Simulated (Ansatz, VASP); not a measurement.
This is a calculation of WAu for Ansatz 0.2.0.

Contents of input.yaml:

```yaml
crystal:
  lattice:
    - [0.0, 2.8498217033, 2.8498217033]
    - [2.8498217033, 0.0, 2.8498217033]
    - [2.8498217033, 2.8498217033, 0.0]
  atoms:
    - { symbol: W, position: [0.0, 0.0, 0.0] }
    - { symbol: Au, position: [0.75, 0.75, 0.75] }
hamiltonian:
  xc: pbe
  pseudopotentials: { kind: paw }
kpoints:
  mp_grid: { grid: [8, 8, 8] }
scf:
  occupations: { method: fermi_dirac, width: 0.05 }
output:
  forces: true
  stress: true
  eigenvalues: true
```

Potentials or basis: Ansatz PAW.

Launch:

```sh
$ ansatz run input.yaml --threads 1 --pin off --max-ram 3584MiB --backend cpu --events-out ev --progress --plain --runs-dir out
```

**Question.** Translate it to VASP 6.6.1. Potentials there: VASP PAW PBE potentials, release 64 (W_sv, Au).

**Answer.** As run (the cutoff follows the program's own potentials):

The input INCAR:

```
PREC = Accurate
ENCUT = 520
EDIFF = 1E-7
ISMEAR = -1
SIGMA = 0.05
LREAL = False
LASPH = True
NELM = 80
ALGO = Normal
ISIF = 2
LWAVE = False
LCHARG = False
GGA = PE
NBANDS = 20
```

KPOINTS

```
Automatic mesh
0
Gamma
  8 8 8
```

The input POSCAR:

```
WAu
1.0
    0.0000000000      2.8498217033      2.8498217033
    2.8498217033      0.0000000000      2.8498217033
    2.8498217033      2.8498217033      0.0000000000
W Au
1 1
Direct
    0.0000000000      0.0000000000      0.0000000000
    0.7500000000      0.7500000000      0.7500000000
```

Potentials or basis: VASP PAW PBE potentials, release 64 (W_sv, Au).

Launch:

```console
$ cat potpaw_PBE.64/W_sv/POTCAR potpaw_PBE.64/Au/POTCAR > POTCAR
$ mpirun -np 1 vasp_std > vasp.out
```

Both were run:

|  | VASP | Ansatz | Ansatz less VASP |
| --- | --- | --- | --- |
| gap on the k mesh at the Fermi level (eV) | none | none | - |
| pressure (GPa) | 9.2 | 9.1 | -0.10 |

A gap of «none» marks a metal or a gap that the smearing closes. With one functional, cell and mesh, what is left measures potentials, basis and numerics. The two sets of potentials don't hold the same shells in valence.

The runs have no spin-orbit coupling, so splittings on Au, W are missing.
